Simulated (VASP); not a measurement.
BaZrO3 (cubic perovskite): computed properties

All values below come from PBE GGA, VASP's PBE PAW potentials (set 64) (plane waves; VASP).

For BaZrO₃, the space group is Pm-3m (221). The cell is a = 4.237 Å, b = 4.237 Å, c = 4.237 Å, α = 90.00°, β = 90.00°, γ = 90.00°, the volume per atom comes out as 15.21 Å³/atom and the band gap (over mesh and band path) is 3.12 eV. The smallest direct gap (over mesh and band path) is 3.37 eV, the band-edge character without spin-orbit coupling is indirect, R to Γ and the band gap with spin-orbit coupling comes out as 3.08 eV. The density is 6.04 g/cm³ and the mean ε∞ (DFPT) comes out as 4.91. The mean ε∞ (independent particles) comes out as 4.97, the mean static ε is 70.06 and the optical Γ-point spectrum comes out as 96 (×3), 179 (×3), 191 (×3), 467 (×3) cm⁻¹.

BaZrO3 is taken in the cubic space group Pm-3m (No. 221), the cubic perovskite structure, Pearson symbol cP5. Cell: a = 4.237 Å, b = 4.237 Å, c = 4.237 Å, α = 90.00°, β = 90.00°, γ = 90.00°. Ba on 1a sees 12 O at 2.996 Å (cuboctahedral). Zr on 1b is surrounded by 6 O at 2.118 Å (octahedral). O on 3c is surrounded by 2 Zr at 2.118 Å and 4 Ba at 2.996 Å (octahedral). (Neighbours: up to the widest gap in distance over summed covalent radii, below 1.35, at either atom; cation-cation and far metal-metal contacts left out.)

Measured: a 4.191 Å (computed value off by +1.1 %), as given by Evaestov et al., (2010), arXiv:1010.1170. The calculation is for a static lattice, while the measured a holds thermal and zero-point effects, which are part of the difference. Unless said otherwise, spin-orbit coupling is left out, though it shifts the bands of the heavy elements here.

The compound is BaZrO3 in the cubic perovskite structure. It was relaxed first. Symmetry was kept, so distortions that lower it aren't found.
